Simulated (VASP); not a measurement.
VASP ran on this input.

**KPOINTS**
```
Automatic
0
G
1 1 1
0 0 0
```

### POSCAR
```
Li
1
   -1.7450000000     1.7450000000     1.7450000000
    1.7450000000    -1.7450000000     1.7450000000
    1.7450000000     1.7450000000    -1.7450000000
Li
1
Direct
  0.0000000000   0.0000000000   0.0000000000
```

INCAR:
```
ALGO = Normal
EDIFF = 1E-6
ENCUT = 520
GGA = PE
ISIF = 2
ISMEAR = 0
LASPH = .True.
LCHARG = .False.
LREAL = .False.
LWAVE = .False.
NELM = 100
PREC = Accurate
SIGMA = 0.05
SYSTEM = Li
```

POTCAR, in this order: Li_sv (PBE.64 set). Program: vasp_std.

### Question
Translate this PBE calculation to Quantum ESPRESSO's pw.x.

### Answer
One equivalent input (not run):
```
&CONTROL
  calculation = 'scf'
  pseudo_dir = './pseudo'
  outdir = './out'
  tprnfor = .true.
  tstress = .true.
/
&SYSTEM
  ibrav = 0
  nat = 1
  ntyp = 1
  ecutwfc = 74
  occupations = 'smearing'
  smearing = 'gaussian'
  degauss = 0.003675
  input_dft = 'pbe'
/
&ELECTRONS
  conv_thr = 7.3e-08
  electron_maxstep = 100
/
ATOMIC_SPECIES
  Li 6.940 Li.upf
CELL_PARAMETERS angstrom
    -1.7450000    1.7450000    1.7450000
     1.7450000   -1.7450000    1.7450000
     1.7450000    1.7450000   -1.7450000
ATOMIC_POSITIONS crystal
  Li   0.0000000  0.0000000  0.0000000
K_POINTS automatic
  1 1 1 0 0 0
```
The two are equivalent in intent, not identical: the potentials are each code's own (VASP's PAW set, PseudoDojo norm-conserving files in pw.x), so ENCUT and ecutwfc are chosen apart and not converted; conv_thr bounds pw.x's estimated SCF error, while EDIFF bounds the energy change between steps.

The compound is Li in the bcc structure. The cell was not relaxed at this level. The k-mesh is coarse (spacing up to 2.55 per Å, 2π included), so the numbers may not be converged in it.
